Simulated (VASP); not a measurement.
Input of a VASP 6.6.1 run:

POSCAR

```
SbW2
1.0
    0.0000000000      3.1330100000      3.1330100000
    3.1330100000      0.0000000000      3.1330100000
    3.1330100000      3.1330100000      0.0000000000
Sb W
1 2
Direct
    0.5000000000      0.5000000000      0.5000000000
    0.2500000000      0.2500000000      0.2500000000
    0.7500000000      0.7500000000      0.7500000000
```

INCAR.step1

```
ALGO = Normal ; EDIFF = 1E-6
ENCUT = 600 ; GGA = PE
ISIF = 2 ; ISMEAR = -1
LASPH = True ; LCHARG = True
LMAXMIX = 4 ; LREAL = False
LWAVE = False ; NBANDS = 24
NELM = 80 ; PREC = Accurate
SIGMA = 0.05
```

KPOINTS.step1

```
k-points
0
Gamma
  7 7 7
```

INCAR.step2

```
ALGO = Normal ; EDIFF = 1E-6
ENCUT = 600 ; GGA = PE
ICHARG = 11 ; ISIF = 2
ISMEAR = 0 ; LASPH = True
LCHARG = False ; LMAXMIX = 4
LREAL = False ; LWAVE = False
NBANDS = 24 ; NELM = 80
PREC = Accurate ; SIGMA = 0.05
```

File KPOINTS.step2:

```
path GXWKGLUWLK,UX
15
line-mode
reciprocal
 0.0000000000  0.0000000000  0.0000000000  G
 0.5000000000  0.0000000000  0.5000000000  X

 0.5000000000  0.0000000000  0.5000000000  X
 0.5000000000  0.2500000000  0.7500000000  W

 0.5000000000  0.2500000000  0.7500000000  W
 0.3750000000  0.3750000000  0.7500000000  K

 0.3750000000  0.3750000000  0.7500000000  K
 0.0000000000  0.0000000000  0.0000000000  G

 0.0000000000  0.0000000000  0.0000000000  G
 0.5000000000  0.5000000000  0.5000000000  L

 0.5000000000  0.5000000000  0.5000000000  L
 0.6250000000  0.2500000000  0.6250000000  U

 0.6250000000  0.2500000000  0.6250000000  U
 0.5000000000  0.2500000000  0.7500000000  W

 0.5000000000  0.2500000000  0.7500000000  W
 0.5000000000  0.5000000000  0.5000000000  L

 0.5000000000  0.5000000000  0.5000000000  L
 0.3750000000  0.3750000000  0.7500000000  K

 0.6250000000  0.2500000000  0.6250000000  U
 0.5000000000  0.0000000000  0.5000000000  X
```

Potentials or basis: VASP PAW PBE potentials, release 64 (Sb, W_sv).

Launch:

```sh
$ cat potpaw_PBE.64/Sb/POTCAR potpaw_PBE.64/W_sv/POTCAR > POTCAR
$ cp INCAR.step1 INCAR
$ cp KPOINTS.step1 KPOINTS
$ mpirun -np 1 vasp_std > vasp.out
$ cp INCAR.step2 INCAR
$ cp KPOINTS.step2 KPOINTS
$ mpirun -np 1 vasp_std > vasp.out
```

Q: What does it give for the band gap along the path?

A: None (metal or under the smearing width).

Levels at the corners of the path, in eV from the Fermi level:
```tsv
point	band 15	band 16	band 17	band 18	band 19	band 20
Γ	0.83	1.65	1.65	1.65	3.51	3.51
X	-2.48	0.08	0.08	0.39	0.39	1.79
X	-2.48	0.08	0.08	0.39	0.39	1.79
W	-1.90	-0.31	-0.31	0.22	0.69	0.96
W	-1.90	-0.31	-0.31	0.22	0.69	0.96
K	-1.79	-0.28	-0.05	0.28	0.41	1.13
K	-1.79	-0.28	-0.05	0.28	0.41	1.13
Γ	0.83	1.65	1.65	1.65	3.51	3.51
Γ	0.83	1.65	1.65	1.65	3.51	3.51
L	-0.91	-0.84	-0.48	-0.48	-0.32	-0.32
L	-0.91	-0.84	-0.48	-0.48	-0.32	-0.32
U	-1.79	-0.28	-0.05	0.28	0.41	1.13
U	-1.79	-0.28	-0.05	0.28	0.41	1.13
W	-1.90	-0.31	-0.31	0.22	0.69	0.96
W	-1.90	-0.31	-0.31	0.22	0.69	0.96
L	-0.91	-0.84	-0.48	-0.48	-0.32	-0.32
L	-0.91	-0.84	-0.48	-0.48	-0.32	-0.32
K	-1.79	-0.28	-0.05	0.28	0.41	1.13
U	-1.79	-0.28	-0.05	0.28	0.41	1.13
X	-2.48	0.08	0.08	0.39	0.39	1.79
```

Caveat: the log is that of the step along the path at fixed density, whose energy, stress, charges and moments have no meaning; spin-orbit coupling is left out, which moves the levels of the heavy elements.
